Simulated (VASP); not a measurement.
Calculation: r2SCAN meta-GGA, VASP's PBE PAW potentials (set 64) (plane waves; VASP 6.6.1).

A VASP calculation is set up with these files.

### INCAR
```
! general
SYSTEM  = Nd
PREC    = Accurate
ENCUT   = 400
LREAL   = .False.
LASPH   = .True.

! electronic loop
EDIFF   = 1E-7
NELM    = 100
ALGO    = Normal
LMAXMIX = 6
LMIXTAU = .True.

! smearing
ISMEAR  = -5

! functional
METAGGA = R2SCAN

! ions
ISIF    = 2

! output
LWAVE   = .False.
LCHARG  = .False.
LORBIT  = 11
NEDOS   = 601
```

**KPOINTS**
```
Automatic mesh
0
Gamma
14 14 14
0 0 0
```

### POSCAR
```
Nd
1.0
  0.0000000000   2.6104268326   2.6104268326
  2.6104268326   0.0000000000   2.6104268326
  2.6104268326   2.6104268326   0.0000000000
Nd
1
Cartesian
  0.0000000000   0.0000000000   0.0000000000
```

### KPOINTS_OPT
```
k-points along high-symmetry lines
10
Line-mode
Reciprocal
  0.000000   0.000000   0.000000 ! GAMMA
  0.500000   0.000000   0.500000 ! X

  0.500000   0.000000   0.500000 ! X
  0.625000   0.250000   0.625000 ! U

  0.375000   0.375000   0.750000 ! K
  0.000000   0.000000   0.000000 ! GAMMA

  0.000000   0.000000   0.000000 ! GAMMA
  0.500000   0.500000   0.500000 ! L

  0.500000   0.500000   0.500000 ! L
  0.500000   0.250000   0.750000 ! W

  0.500000   0.250000   0.750000 ! W
  0.500000   0.000000   0.500000 ! X
```

POTCAR, in this order: Nd_3 (PBE.64 set). Program: vasp_std.

The 4f electrons are frozen in the core of the lanthanide potential, so 4f levels, which can set the real gap, and their magnetism are missing.

Q: Predict the energy per atom (σ→0), band gap (over mesh and band path).

A: 
```
Quantity                                                               Value
----------------------------------  ----------------------------------------
energy per atom (σ→0)                                        -29.399 eV/atom
band gap (over mesh and band path)  none (metal, semimetal or under 0.01 eV)
```

OSZICAR:
```
...
DAV:  18    -0.293987664165E+02    0.32912E-05   -0.79212E-07  2069   0.941E-03    0.735E-04
DAV:  19    -0.293987667348E+02   -0.31829E-06   -0.15155E-07  1679   0.446E-03    0.217E-04
DAV:  20    -0.293987655862E+02    0.11486E-05   -0.23181E-08   980   0.166E-03    0.141E-04
DAV:  21    -0.293987658618E+02   -0.27567E-06   -0.60327E-09   973   0.760E-04    0.650E-05
DAV:  22    -0.293987656230E+02    0.23885E-06   -0.33514E-09   960   0.581E-04    0.169E-05
DAV:  23    -0.293987655930E+02    0.29951E-07   -0.10867E-09   955   0.295E-04
   1 F= -.29398766E+02 E0= -.29398766E+02  d E =0.000000E+00
       N       E                     dE             ncg
```

The structure was generated: Nd was put into the fcc type (Fm-3m), which need not be its known phase. It was relaxed first.
